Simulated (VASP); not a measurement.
Write the native input for VASP 6.6.1 that does the following.

- Task: band structure
- Functional: PBE
- Potentials or basis: VASP PAW PBE potentials, release 64 (Cd, S_h)
- Cutoff: 900 eV
- k mesh: 9 × 9 × 6
- Occupations: gaussian, width 0.02 eV
- Spin: no spin polarisation
- Further INCAR settings: ALGO = Fast; EDIFF = 1e-07; NBANDS = 26

The structure of CdS lies in POSCAR:

```
CdS                                     
1.0
    4.2047818710      0.0000000000      0.0000000000
   -2.1023909355      3.6414479221      0.0000000000
    0.0000000000      0.0000000000      6.8432082819
  Cd              S             
     2     2
Direct
     0.3333333300000021    0.6666666699999979    0.9992490346822578
     0.6666666699999979    0.3333333300000021    0.4992490346822578
     0.3333333300000021    0.6666666699999979    0.3757509653177422
     0.6666666699999979    0.3333333300000021    0.8757509653177422
```

The input as run:

INCAR

```
SYSTEM = CdS
  PREC = Accurate
  ENCUT = 900
  EDIFF = 1E-7
  ISMEAR = 0
  SIGMA = 0.02
  LREAL = .False.
  LASPH = .True.
  NELM = 100
  ALGO = Fast
  ISIF = 2
  LWAVE = .False.
  LCHARG = .False.
  GGA = PE
  NBANDS = 26
```

KPOINTS

```
Automatic mesh
0
Gamma
  9 9 6
  0 0 0
```

KPOINTS_OPT

```
path GMKGALHA,LM,KH
20
line-mode
reciprocal
 0.0000000000  0.0000000000  0.0000000000  G
 0.5000000000  0.0000000000  0.0000000000  M

 0.5000000000  0.0000000000  0.0000000000  M
 0.3333333333  0.3333333333  0.0000000000  K

 0.3333333333  0.3333333333  0.0000000000  K
 0.0000000000  0.0000000000  0.0000000000  G

 0.0000000000  0.0000000000  0.0000000000  G
 0.0000000000  0.0000000000  0.5000000000  A

 0.0000000000  0.0000000000  0.5000000000  A
 0.5000000000  0.0000000000  0.5000000000  L

 0.5000000000  0.0000000000  0.5000000000  L
 0.3333333333  0.3333333333  0.5000000000  H

 0.3333333333  0.3333333333  0.5000000000  H
 0.0000000000  0.0000000000  0.5000000000  A

 0.5000000000  0.0000000000  0.5000000000  L
 0.5000000000  0.0000000000  0.0000000000  M

 0.3333333333  0.3333333333  0.0000000000  K
 0.3333333333  0.3333333333  0.5000000000  H
```

Potentials or basis: VASP PAW PBE potentials, release 64 (Cd, S_h).

Run with:

```sh
$ cat potpaw_PBE.64/Cd/POTCAR potpaw_PBE.64/S_h/POTCAR > POTCAR
$ mpirun -np 1 vasp_std > vasp.out
```

Results of the run:

```
Pressure                : 0.0 GPa
Band gap on the k mesh  : 1.10 eV, direct
Band gap along the path : 1.10 eV, direct
```

Wall time 6.9 min on 1 thread of Intel(R) Xeon(R) 6975P-C (Granite Rapids), with other jobs on the host, peak memory 0.6 GiB.
